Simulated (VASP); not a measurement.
Method: revTPSS meta-GGA, VASP's PBE PAW potentials (set 64) (plane waves; VASP).

The input files of a VASP run:

POSCAR:
```
Nb
1
   -1.6585609184     1.6585609184     1.6585609184
    1.6585609184    -1.6585609184     1.6585609184
    1.6585609184     1.6585609184    -1.6585609184
Nb
1
Direct
  0.0000000000   0.0000000000   0.0000000000
```

INCAR:
```
# general
SYSTEM  = Nb
PREC    = Accurate
ENCUT   = 520
LREAL   = .FALSE.
LASPH   = .TRUE.

# electronic loop
EDIFF   = 1E-7
NELM    = 100
ALGO    = Normal
LMAXMIX = 4
LMIXTAU = .TRUE.

# smearing
ISMEAR  = 1
SIGMA   = 0.1

# functional
METAGGA = RTPSS

# ions
ISIF    = 2

# output
LWAVE   = .FALSE.
LCHARG  = .FALSE.
```

KPOINTS:
```
Automatic mesh
0
Gamma
16 16 16
0 0 0
```

POTCAR, in this order: Nb_sv (PBE.64 set). Program: vasp_std.

The resulting files:

### OUTCAR
```
 ion  position               nearest neighbor table
   1  0.000  0.000  0.000-
  LATTYP: Found a body centered cubic cell.
 ALAT       =     3.3171218368
 Subroutine PRICEL returns:
 Original cell was already a primitive cell.
 Subroutine GETGRP returns: Found 48 space group operations
The static configuration has the point symmetry O_h .
The dynamic configuration has the point symmetry O_h .
 Subroutine INISYM returns: Found 48 space group operations
 Subroutine IBZKPT returns following result:
 Found    145 irreducible k-points:

 Following reciprocal coordinates:
            Coordinates               Weight
  0.000000  0.000000  0.000000      1.000000
  0.062500  0.000000  0.000000     12.000000
  0.125000  0.000000  0.000000     12.000000
  0.187500  0.000000  0.000000     12.000000
  0.250000  0.000000  0.000000     12.000000
  0.312500  0.000000  0.000000     12.000000
  0.375000  0.000000  0.000000     12.000000
  0.437500  0.000000  0.000000     12.000000
  0.500000  0.000000  0.000000      6.000000
  0.062500  0.062500  0.000000     24.000000
...
```

File OSZICAR:
```
       N       E                     dE             d eps       ncg     rms          rms(c)
DAV:   1     0.146330004329E+03    0.14633E+03   -0.79258E+03  2908   0.136E+03
DAV:   2     0.205520051912E+02   -0.12578E+03   -0.12276E+03  3056   0.463E+02
DAV:   3     0.166804784499E+02   -0.38715E+01   -0.36861E+01  4212   0.806E+01
DAV:   4     0.165832503991E+02   -0.97228E-01   -0.96892E-01  3712   0.114E+01
DAV:   5     0.165811588874E+02   -0.20915E-02   -0.20912E-02  4064   0.146E+00    0.174E+01
DAV:   6     0.131811110326E+01   -0.15263E+02   -0.51808E+01  4880   0.808E+01    0.580E+00
DAV:   7     0.125352022384E+01   -0.64591E-01   -0.10080E+00  3254   0.137E+01    0.384E+00
DAV:   8     0.148938915502E+01    0.23587E+00   -0.58421E-01  3448   0.815E+00    0.560E-01
DAV:   9     0.118515678744E+01   -0.30423E+00   -0.17277E-01  3448   0.614E+00    0.546E-01
DAV:  10     0.118652089499E+01    0.13641E-02   -0.81433E-03  3816   0.103E+00    0.488E-01
DAV:  11     0.119515715620E+01    0.86363E-02   -0.14754E-02  4346   0.137E+00    0.480E-01
DAV:  12     0.118682635030E+01   -0.83308E-02   -0.82946E-03  4472   0.130E+00    0.489E-01
DAV:  13     0.118613624796E+01   -0.69010E-03   -0.92820E-04  2978   0.525E-01    0.281E-01
DAV:  14     0.118654169035E+01    0.40544E-03   -0.32903E-04  4638   0.188E-01    0.159E-01
DAV:  15     0.118659256186E+01    0.50872E-04   -0.36480E-04  3574   0.220E-01    0.214E-02
DAV:  16     0.118656471316E+01   -0.27849E-04   -0.62852E-05  4988   0.842E-02    0.106E-02
DAV:  17     0.118656908612E+01    0.43730E-05   -0.27831E-06  3666   0.234E-02    0.430E-03
DAV:  18     0.118656091672E+01   -0.81694E-05   -0.10089E-06  3344   0.150E-02    0.235E-03
DAV:  19     0.118656608335E+01    0.51666E-05   -0.49049E-07  3916   0.812E-03    0.291E-03
DAV:  20     0.118656424296E+01   -0.18404E-05   -0.37730E-08  1566   0.335E-03    0.144E-03
DAV:  21     0.118656446968E+01    0.22671E-06   -0.21020E-08  1548   0.213E-03    0.534E-04
DAV:  22     0.118656409436E+01   -0.37531E-06   -0.95172E-09  1546   0.155E-03    0.249E-04
DAV:  23     0.118656412910E+01    0.34733E-07   -0.44278E-09  1544   0.117E-03
   1 F= 0.11865641E+01 E0= 0.11867615E+01  d E =-.592240E-03
```

**OUTCAR**
```
------------------------ aborting loop because EDIFF is reached ----------------------------------------
  FORCE on cell =-STRESS in cart. coord.  units (eV):
  Direction    XX          YY          ZZ          XY          YZ          ZX
  --------------------------------------------------------------------------------------
  Total       -0.6184107     -0.6184107     -0.6184107      0.0000000     -0.0000000      0.0000000
  in kB      -54.2916866    -54.2916866    -54.2916866      0.0000000     -0.0000000      0.0000000
  external PRESSURE =     -54.2916866 kB  Pullay stress =       0.0000000 kB
  volume of cell :       18.25
      direct lattice vectors                 reciprocal lattice vectors
    -1.658560918  1.658560918  1.658560918     0.000000000  0.301466165  0.301466165
     1.658560918 -1.658560918  1.658560918     0.301466165  0.000000000  0.301466165
     1.658560918  1.658560918 -1.658560918     0.301466165  0.301466165  0.000000000
 POSITION                                       TOTAL-FORCE (eV/Angst)
 -----------------------------------------------------------------------------------
      0.00000      0.00000      0.00000         0.000000      0.000000      0.000000
 -----------------------------------------------------------------------------------
    total drift:                                0.000000      0.000000      0.000000
  FREE ENERGIE OF THE ION-ELECTRON SYSTEM (eV)
  ---------------------------------------------------
  free  energy   TOTEN  =         1.1865641291 eV

  energy  without entropy=        1.1871563688  energy(sigma->0) =        1.18676154
```
(Selected blocks of OUTCAR.)

### OUTCAR
```
 val. band max:       10.9809734796   @ k =  -0.2500   0.3125   0.1250

 cond. band min:      10.9953596702   @ k =   0.3125   0.1875   0.0000


 Fermi energy:        10.9902678874

 k-point     1 :       0.0000    0.0000    0.0000
  band No.  band energies     occupation
      1     -44.0068      2.00000
      2     -19.0790      2.00000
      3     -19.0790      2.00000
      4     -19.0790      2.00000
      5       5.0817      2.00000
      6      11.3736     -0.00000
      7      11.3736     -0.00000
      8      11.3736     -0.00000
      9      14.2754      0.00000
     10      14.2754      0.00000

 k-point     2 :       0.0625    0.0000    0.0000
  band No.  band energies     occupation
      1     -43.9981      2.00000
      2     -19.1320      2.00000
      3     -19.0952      2.00000
      4     -19.0794      2.00000
      5       5.2405      2.00000
      6      11.2743     -0.00044
      7      11.3495     -0.00000
      8      11.5266     -0.00000
      9      14.1218      0.00000
     10      14.2760      0.00000

 k-point     3 :       0.1250    0.0000    0.0000
  band No.  band energies     occupation
      1     -43.9736      2.00000
      2     -19.2810      2.00000
      3     -19.1411      2.00000
      4     -19.0805      2.00000
      5       5.6893      2.00000
      6      11.0055      0.74607
      7      11.2425     -0.00210
      8      11.9783     -0.00000
      9      13.8232      0.00000
     10      14.2872      0.00000

 k-point     4 :       0.1875    0.0000    0.0000
  band No.  band energies     occupation
      1     -43.9365      2.00000
      2     -19.4992      2.00000
      3     -19.2090      2.00000
      4     -19.0823      2.00000
      5       6.3384      2.00000
      6      10.6361      2.00001
      7      11.0271      0.42105
      8      12.7064     -0.00000
      9      13.6698      0.00000
     10      14.3319      0.00000

 k-point     5 :       0.2500    0.0000    0.0000
...
```

The compound is Nb in the bcc structure. This cell is one point of a volume scan, at 1.03 of the reference volume.
